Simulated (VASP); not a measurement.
All values below come from PBE GGA, VASP's PBE PAW potentials (set 64) (plane waves; VASP).

A VASP calculation is set up with these files.

### KPOINTS
```
Regular mesh
0
M
6 6 6
```

File POSCAR:
```
TeRu
6.0468420
 -0.2953766611   0.2953766611   1.0000000000
  0.2953766611  -0.2953766611   1.0000000000
  0.2953766611   0.2953766611  -1.0000000000
Ru Te
2 2
Direct
  0.7500000000   0.7500000000   0.0000000000
  0.5000000000   0.0000000000   0.5000000000
  0.1660000000   0.1660000000   0.0000000000
  0.9160000000   0.4160000000   0.5000000000
```

**INCAR**
```
SYSTEM = TeRu
PREC = Accurate; ENCUT = 400; LREAL = F
LASPH = T
EDIFF = 1E-6; NELM = 100; ALGO = Normal
LMAXMIX = 4
ISMEAR = 0; SIGMA = 0.05
GGA = PE
ISIF = 2
LWAVE = F; LCHARG = F
```

POTCAR, in this order: Ru_pv Te (PBE.64 set). Program: vasp_std.

### Question
What will the output report for the number of irreducible k-points (NKPTS), number of bands (NBANDS), largest plane-wave count, number of space-group operations, FFT grid (NGX, NGY, NGZ)?

### Answer

The number of irreducible k-points (NKPTS) is 28 and the number of bands (NBANDS) comes out as 24. The largest plane-wave count comes out as 1420 and the number of space-group operations is 8. The FFT grid (NGX, NGY, NGZ) comes out as 48 × 48 × 48.

The structure was generated: TeRu was put into the NbAs type (I4_1md), which need not be its known phase. The cell was not relaxed at this level. The k-mesh is coarse (spacing up to 0.41 per Å, 2π included), so the numbers may not be converged in it. The run is one of a series of settings (KPOINTS 6×6×6 Monkhorst-Pack mesh against the base run), some of them coarse on purpose.
